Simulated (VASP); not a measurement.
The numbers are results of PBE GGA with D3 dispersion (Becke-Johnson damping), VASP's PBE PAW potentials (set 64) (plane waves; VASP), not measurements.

The input files of a VASP run:

### INCAR
```
SYSTEM = PtSe2
PREC = Normal
ENCUT = 400
EDIFF = 1E-5
NELM = 100
ALGO = Fast
LREAL = .FALSE.
LASPH = .TRUE.
ISMEAR = 0
SIGMA = 0.05
GGA = PE
IVDW = 12
LMAXMIX = 6
LWAVE = .FALSE.
LCHARG = .FALSE.
NELMIN = 4
IBRION = 2
ISIF = 2
NSW = 20
EDIFFG = -0.03
```

### KPOINTS
```
Automatic mesh
0
Gamma
9 9 6
0 0 0
```

### POSCAR
```
PtSe2
1
    3.7728052267     0.0000000000     0.0000000000
   -1.8864026133     3.2673454219     0.0000000000
    0.0000000000     0.0000000000     4.8011437074
Pt Se
1 2
Direct
  0.0000000000   0.0000000000   0.0000000000
  0.3333330000   0.6666670000   0.2550000000
  0.6666670000   0.3333330000   0.7450000000
```

POTCAR, in this order: Pt Se (PBE.64 set). Program: vasp_std.

Output of the run:

File OSZICAR:
```
       N       E                     dE             d eps       ncg     rms          rms(c)
DAV:   1     0.948436988366E+02    0.94844E+02   -0.88842E+03  1948   0.104E+03
DAV:   2    -0.112621308401E+02   -0.10611E+03   -0.10392E+03  2441   0.213E+02
DAV:   3    -0.148950386532E+02   -0.36329E+01   -0.36210E+01  2245   0.426E+01
DAV:   4    -0.149189295523E+02   -0.23891E-01   -0.23888E-01  2343   0.378E+00
DAV:   5    -0.149191977865E+02   -0.26823E-03   -0.26823E-03  2315   0.375E-01    0.132E+01
RMM:   6    -0.143596897183E+02    0.55951E+00   -0.38563E+00  1860   0.126E+01    0.787E+00
RMM:   7    -0.141740819621E+02    0.18561E+00   -0.43187E-01  1860   0.479E+00    0.411E+00
RMM:   8    -0.141565005353E+02    0.17581E-01   -0.35380E-02  1860   0.138E+00    0.628E-01
RMM:   9    -0.141541628407E+02    0.23377E-02   -0.92110E-03  1860   0.727E-01    0.139E-01
RMM:  10    -0.141543221099E+02   -0.15927E-03   -0.13267E-03  1864   0.285E-01    0.507E-02
RMM:  11    -0.141543630369E+02   -0.40927E-04   -0.46274E-04  1868   0.139E-01    0.275E-02
RMM:  12    -0.141543590231E+02    0.40138E-05   -0.89315E-05  1722   0.684E-02
   1 F= -.15627876E+02 E0= -.15627125E+02  d E =-.156279E+02
       N       E                     dE             d eps       ncg     rms          rms(c)
DAV:   1    -0.141796174303E+02   -0.25254E-01   -0.18700E+00  1860   0.810E+00    0.624E-01
RMM:   2    -0.141842291382E+02   -0.46117E-02   -0.60627E-02  1860   0.159E+00    0.321E-01
RMM:   3    -0.141845995479E+02   -0.37041E-03   -0.52193E-03  1860   0.570E-01    0.184E-01
RMM:   4    -0.141846252029E+02   -0.25655E-04   -0.80582E-04  1868   0.208E-01    0.904E-02
RMM:   5    -0.141846210957E+02    0.41073E-05   -0.14683E-04  1822   0.933E-02    0.137E-02
RMM:   6    -0.141846238503E+02   -0.27547E-05   -0.31410E-05  1343   0.391E-02
   2 F= -.15659693E+02 E0= -.15659059E+02  d E =-.318170E-01
       N       E                     dE             d eps       ncg     rms          rms(c)
DAV:   1    -0.141875027886E+02   -0.28817E-02   -0.78501E-01  1923   0.526E+00    0.384E-01
RMM:   2    -0.141893808106E+02   -0.18780E-02   -0.26283E-02  1860   0.105E+00    0.191E-01
RMM:   3    -0.141895208417E+02   -0.14003E-03   -0.22860E-03  1860   0.379E-01    0.113E-01
RMM:   4    -0.141895333472E+02   -0.12506E-04   -0.34077E-04  1850   0.135E-01    0.579E-02
RMM:   5    -0.141895299154E+02    0.34318E-05   -0.64188E-05  1645   0.619E-02
   3 F= -.15665517E+02 E0= -.15664984E+02  d E =-.376405E-01
```

### OUTCAR
```
------------------------ aborting loop because EDIFF is reached ----------------------------------------
 Edisp (eV)   -1.47599
  FORCE on cell =-STRESS in cart. coord.  units (eV):
  Direction    XX          YY          ZZ          XY          YZ          ZX
  --------------------------------------------------------------------------------------
  Total      -0.00196    -0.00196     0.08447    -0.00000     0.00000     0.00000
  in kB      -0.05297    -0.05297     2.28664    -0.00000     0.00000     0.00000
  external pressure =        0.73 kB  Pullay stress =        0.00 kB
  volume of cell :       59.18
      direct lattice vectors                 reciprocal lattice vectors
     3.772805227  0.000000000  0.000000000     0.265054764  0.153029428  0.000000000
    -1.886402613  3.267345422  0.000000000     0.000000000  0.306058855  0.000000000
     0.000000000  0.000000000  4.801143707     0.000000000  0.000000000  0.208283705
 POSITION                                       TOTAL-FORCE (eV/Angst)
 -----------------------------------------------------------------------------------
      0.00000      0.00000      0.00000        -0.000000      0.000000      0.000000
     -0.00000      2.17823      1.27901         0.000000     -0.000000      0.000224
      1.88640      1.08911      3.52214        -0.000000      0.000000     -0.000224
 -----------------------------------------------------------------------------------
    total drift:                               -0.000000     -0.000000      0.000000
  FREE ENERGIE OF THE ION-ELECTRON SYSTEM (eV)
  ---------------------------------------------------
  free  energy   TOTEN  =       -15.6655169407 eV

  energy  without entropy=      -15.6644502423  energy(sigma->0) =      -15.66498359

 reached required accuracy - stopping structural energy minimisation
```
(Selected blocks of OUTCAR.)

### CONTCAR
```
PtSe2
   1.00000000000000
     3.7728052267000001    0.0000000000000000    0.0000000000000000
    -1.8864026133000000    3.2673454219000000    0.0000000000000000
     0.0000000000000000    0.0000000000000000    4.8011437073999996
  Pt              Se
     1     2
Direct
     0.0000000000000000    0.0000000000000000    0.0000000000000000
     0.3333330000000032    0.6666669999999968    0.2663962143187215
     0.6666669999999968    0.3333330000000032    0.7336037856812785
```

OUTCAR:
```
 val. band max:        6.7274121869   @ k =   0.3333   0.3333   0.0000

 cond. band min:       6.7731234362   @ k =  -0.1111   0.4444   0.1667


 Fermi energy:         6.7628857835

 k-point     1 :       0.0000    0.0000    0.0000
  band No.  band energies     occupation
      1      -8.9331      2.00000
      2      -5.7952      2.00000
      3      -0.3680      2.00000
      4       0.5208      2.00000
      5       0.5208      2.00000
      6       2.9662      2.00000
      7       2.9662      2.00000
      8       4.2879      2.00000
      9       5.7488      2.00000
     10       5.7489      2.00000
     11       7.5612      0.00000
     12       7.8003      0.00000
     13       7.8003      0.00000
     14      10.0946      0.00000
     15      10.8700      0.00000

 k-point     2 :       0.1111    0.0000    0.0000
  band No.  band energies     occupation
      1      -8.8008      2.00000
      2      -5.8752      2.00000
      3      -0.2018      2.00000
      4       0.6071      2.00000
      5       0.6549      2.00000
      6       2.7766      2.00000
      7       2.8744      2.00000
      8       3.9936      2.00000
      9       5.2401      2.00000
     10       5.5271      2.00000
     11       6.6475      1.99890
     12       7.9880      0.00000
     13       8.3397      0.00000
     14      10.8817      0.00000
     15      11.6175      0.00000

 k-point     3 :       0.2222   -0.0000    0.0000
  band No.  band energies     occupation
      1      -8.4260      2.00000
      2      -6.0858      2.00000
      3       0.2538      2.00000
      4       0.8355      2.00000
      5       1.0041      2.00000
      6       1.9821      2.00000
      7       2.6992      2.00000
      8       3.4427      2.00000
      9       4.7288      2.00000
     10       4.9695      2.00000
     11       5.6296      2.00000
     12       8.4085      0.00000
     13       8.4421      0.00000
     14      11.7250      0.00000
     15      12.5889      0.00000
...
```

Unless said otherwise, spin-orbit coupling is left out, though it shifts the bands of the heavy elements here.

The compound is PtSe2 in the 1T layered structure. This run relaxes the ions in a fixed cell. Symmetry was kept, so distortions that lower it aren't found.
